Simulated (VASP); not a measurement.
Data:

```
GaSr2
1.0
    0.00000     5.31475     5.31475
    5.31475     0.00000     5.31475
    5.31475     5.31475     0.00000
Sr Ga
4 2
Direct
  0.12500   0.12500   0.12500
  0.62500   0.12500   0.12500
  0.12500   0.62500   0.12500
  0.12500   0.12500   0.62500
  0.75000   0.75000   0.75000
  0.50000   0.50000   0.50000
```

All values below come from PBE GGA, VASP's PBE PAW potentials (set 64) (plane waves; VASP 6.6.1). Settings: 300 eV cut-off, 3×3×3 Γ-centred mesh, Gaussian smearing of 0.27 eV, potentials Sr_sv Ga_d.

At this cut-off the stress carries a Pulay error, which pulls relaxed volumes low.

Task: Estimate the energy per atom (σ→0), pressure, band gap (on the k-mesh) with the smallest direct gap where there is one.

Result: 
- band gap (on the k-mesh) = none (metal, semimetal or under 0.01 eV)
- energy per atom (σ→0) = -1.537 eV/atom
- pressure = -1.05 GPa

The absolute energy has meaning only against runs of the same code, potentials and settings.

The structure was generated: Sr2Ga was put into an ordered model structure (Fd-3m), which need not be its known phase. The cell was not relaxed at this level. The k-mesh is coarse (spacing up to 0.34 per Å, 2π included), so the numbers may not be converged in it.
